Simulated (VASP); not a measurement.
The system is HfB.

```xyz
2
Lattice="0.0000 2.3100 2.3100 2.3100 0.0000 2.3100 2.3100 2.3100 0.0000" Properties=species:S:1:pos:R:3 pbc="T T T"
Hf    2.3100    2.3100    2.3100
B     0.0000    0.0000    0.0000
```

| Property | Result |
| --- | --- |
| Program | VASP 6.6.1 |
| Task | relaxation of cell and atoms |
| Functional | PBEsol |
| Potentials or basis | VASP PAW PBE potentials, release 64 (Hf_pv, B) |
| Cutoff | 600 eV |
| k mesh | 10 × 10 × 10 |
| Occupations | fermi-dirac, width 0.05 eV |
| Spin | no spin polarisation |

At the start: pressure 24.3 GPa; volume 12.33 Å³/atom.

Question: Where does the relaxation end?

Answer: Over 18 steps the energy falls by 98.5 meV/atom and the volume is 13.75 Å³/atom (+11.5 %); space group Fm-3m (No. 225, to 0.05 Å).

Step by step:
| step | energy change (eV) | largest force (eV/Å) | pressure (GPa) | volume (Å³) |
| --- | --- | --- | --- | --- |
| 1 | 0.0000 | 0.0000 | 24.34 | 24.65 |
| 2 | 0.1233 | 0.0000 | -20.36 | 31.96 |
| 3 | -0.1969 | 0.0000 | -0.68 | 27.60 |
| 4 | -0.1971 | 0.0000 | -0.08 | 27.50 |
| 5 | -0.1970 | 0.0000 | 0.31 | 27.44 |
| 6 | -0.1971 | 0.0000 | 0.30 | 27.44 |
| 7 | -0.1971 | 0.0000 | 0.28 | 27.45 |
| 8 | -0.1971 | 0.0000 | 0.27 | 27.45 |
| 9 | -0.1971 | 0.0000 | 0.28 | 27.45 |
| 10 | -0.1971 | 0.0000 | 0.27 | 27.45 |
| 11 | -0.1971 | 0.0000 | 0.27 | 27.45 |
| 12 | -0.1971 | 0.0000 | 0.27 | 27.45 |
| 13 | -0.1971 | 0.0000 | 0.25 | 27.45 |
| 14 | -0.1971 | 0.0000 | 0.23 | 27.46 |
| 15 | -0.1971 | 0.0000 | 0.19 | 27.46 |
| 16 | -0.1971 | 0.0000 | 0.10 | 27.48 |
| 17 | -0.1971 | 0.0000 | -0.09 | 27.50 |
| 18 | -0.1971 | 0.0000 | 0.00 | 27.49 |

Final structure:
```xyz
2
Lattice="0.0000 2.3954 2.3954 2.3954 0.0000 2.3954 2.3954 2.3954 0.0000" Properties=species:S:1:pos:R:3 pbc="T T T"
Hf    2.3954    2.3954    2.3954
B     0.0000    0.0000    0.0000
```

Caveat: the PAW data sets were made with another functional, which shifts forces and pressure a little.
